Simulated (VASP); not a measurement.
Input:

```xyz
5
Lattice="4.1852 0.0000 0.0000 0.0000 4.1852 0.0000 0.0000 0.0000 4.1852" Properties=species:S:1:pos:R:3 pbc="T T T"
Ba     0.0000     0.0000     0.0000
Hf     2.0926     2.0926     2.0926
O      2.0926     0.0000     2.0926
O      0.0000     2.0926     2.0926
O      2.0926     2.0926     0.0000
```

The numbers are results of TPSS meta-GGA, VASP's PBE PAW potentials (set 64) (plane waves; VASP), not measurements. Numerical set-up: 520 eV cut-off, 6×6×6 Γ-centred mesh, tetrahedra with Blöchl corrections, potentials Ba_sv Hf_pv O.

The cores are frozen, which limits the accuracy of field gradients.

### Question
Give the principal components of the electric field gradient (V/Å²) and the asymmetry η at each nucleus.

### Answer

```json
[
 {"atom": "Ba1", "Vxx": "0.0", "Vyy": "0.0", "Vzz": "0.0", "η": "-"},
 {"atom": "Hf2", "Vxx": "0.0", "Vyy": "0.0", "Vzz": "0.0", "η": "-"},
 {"atom": "O3", "Vxx": "5.3", "Vyy": "5.3", "Vzz": "-10.6", "η": "0.00"},
 {"atom": "O4", "Vxx": "5.3", "Vyy": "5.3", "Vzz": "-10.6", "η": "0.00"},
 {"atom": "O5", "Vxx": "5.3", "Vyy": "5.3", "Vzz": "-10.6", "η": "0.00"}
]
```

The compound is BaHfO3 in the cubic perovskite structure. It was relaxed first.
